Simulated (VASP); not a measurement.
Given:

```cif
data_Sc2
_chemical_formula_sum 'Sc2'
_space_group_name_H-M_alt 'P63/mmc'
_space_group_IT_number 194
_space_group_name_Hall '-P 6c 2c'
_cell_length_a 3.27667
_cell_length_b 3.27667
_cell_length_c 5.08266
_cell_angle_alpha 90.000
_cell_angle_beta 90.000
_cell_angle_gamma 120.000
loop_
_atom_site_label
_atom_site_type_symbol
_atom_site_symmetry_multiplicity
_atom_site_Wyckoff_symbol
_atom_site_fract_x
_atom_site_fract_y
_atom_site_fract_z
_atom_site_occupancy
Sc1 Sc 2 c 0.33333 0.66667 0.25000 1
```

All values below come from PBEsol GGA, VASP's PBE PAW potentials (set 64) (plane waves; VASP). Numerical set-up: 480 eV cut-off, 12×12×8 Γ-centred mesh, first-order Methfessel-Paxton smearing of 0.10 eV, potentials Sc_sv.

Each relaxation starts from this cell; other phases were not tried.

The cell is relaxed at 1 GPa. What happens?

The volume per atom goes from 23.63 to 23.22 Å³ (-1.7 %), and the cell becomes a = b = 3.2570 Å, c = 5.0548 Å, α = β = 90.00°, γ = 120.00°, space group P6_3/mmc.

The cell is relaxed at 15 GPa. What happens?

The volume per atom goes from 23.63 to 19.51 Å³ (-17.4 %), and the cell becomes a = 3.084 Å, b = 3.084 Å, c = 4.738 Å, α = 90.00°, β = 90.00°, γ = 120.00°, space group P6_3/mmc.

Failed runs are left out, and for metals the shear rows, which the mesh's noise covers.

The compound is Sc in the hcp structure.
